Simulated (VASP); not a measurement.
Here is the system:

```xyz
4
Lattice="3.9269 0.0000 0.0000 0.0000 4.0030 0.0000 -0.5492 0.0000 5.5724" Properties=species:S:1:pos:R:3 pbc="T T T"
Ag     0.6029     1.0008     1.2152
Ag     2.7749     3.0023     4.3572
Cl     2.6347     3.0023     1.4631
Cl     0.7430     1.0008     4.1093
```

All values below come from PBEsol GGA, VASP's PBE PAW potentials (set 64) (plane waves; VASP 6.6.1). Run with 300 eV cut-off, 5×4×3 Γ-centred mesh, Fermi-Dirac smearing of 0.010 eV, potentials Ag Cl.

Give the energies of bands 7 to 20 at the high-symmetry points, in eV from the valence-band maximum.

| band | Γ | Z | D | B | A | E | C2 | Y2 |
|---|---|---|---|---|---|---|---|---|
| 7 | -2.66 | -3.52 | -3.63 | -2.84 | -3.90 | -3.59 | -2.99 | -3.80 |
| 8 | -2.55 | -3.52 | -3.63 | -2.79 | -3.52 | -3.59 | -2.99 | -2.95 |
| 9 | -2.55 | -2.31 | -2.20 | -2.56 | -2.21 | -2.32 | -2.64 | -2.36 |
| 10 | -2.46 | -2.31 | -2.20 | -2.19 | -2.01 | -2.32 | -2.64 | -2.14 |
| 11 | -2.36 | -2.06 | -2.05 | -2.17 | -1.99 | -1.97 | -2.09 | -2.05 |
| 12 | -2.22 | -2.06 | -2.05 | -2.16 | -1.89 | -1.97 | -2.09 | -1.97 |
| 13 | -2.19 | -1.71 | -1.66 | -2.06 | -1.84 | -1.89 | -1.93 | -1.93 |
| 14 | -1.97 | -1.71 | -1.66 | -2.06 | -1.75 | -1.89 | -1.93 | -1.70 |
| 15 | -1.95 | -1.39 | -0.23 | -1.67 | -0.28 | -1.62 | -1.78 | -1.38 |
| 16 | -1.63 | -1.39 | -0.23 | -1.65 | -0.15 | -1.62 | -1.78 | -1.25 |
| 17 | -1.61 | -0.12 | -0.09 | -1.39 | -0.10 | -1.17 | -1.51 | -0.15 |
| 18 | -1.40 | -0.12 | -0.09 | -1.10 | 0.00 | -1.17 | -1.51 | -0.04 |
| 19 | 0.66 | 4.50 | 4.00 | 2.88 | 3.53 | 3.82 | 2.35 | 4.21 |
| 20 | 2.52 | 4.50 | 4.00 | 3.39 | 4.54 | 3.82 | 2.35 | 4.90 |

The gap is indirect, 0.66 eV, from the valence maximum at A to the conduction minimum at Γ.

The structure comes from a computed database's AgCl entry; how it stands against other phases isn't given here. The cell was not relaxed at this level.
